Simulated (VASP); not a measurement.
**CoGe2 (relaxed from the CrSi2 structure, space group P6_222): computed properties**

Computed with PBEsol GGA, VASP's PBE PAW potentials (set 64) (plane waves; VASP).

| Quantity | Result |
|---|---|
| space group | P6_222 (180) |
| cell | a = b = 4.514 Å, c = 6.943 Å, α = β = 90.00°, γ = 120.00° |
| volume per atom | 13.61 Å³/atom |
| band gap (over mesh and band path) | none (metal, semimetal or under 0.01 eV) |
| cell moment | 0.00 μB |
| density | 8.30 g/cm³ |

```xyz
9
Lattice="4.5139 0.0000 0.0000 -2.2569 3.9091 0.0000 0.0000 0.0000 6.9427" Properties=species:S:1:pos:R:3 pbc="T T T"
Co     0.0000     3.9091     0.0000
Co     1.1285     1.9546     2.3142
Co     3.3854     1.9546     4.6285
Ge     0.0000     1.3333     0.0000
Ge     3.3592     0.6667     2.3142
Ge     1.1023     3.2425     4.6285
Ge     2.2569     2.5758     0.0000
Ge    -1.1023     3.2425     2.3142
Ge     1.1547     0.6667     4.6285
```

The structure was generated: CoGe2 was put into the CrSi2 type (P6_222), which need not be its known phase. It was relaxed first. Symmetry was kept, so distortions that lower it aren't found.
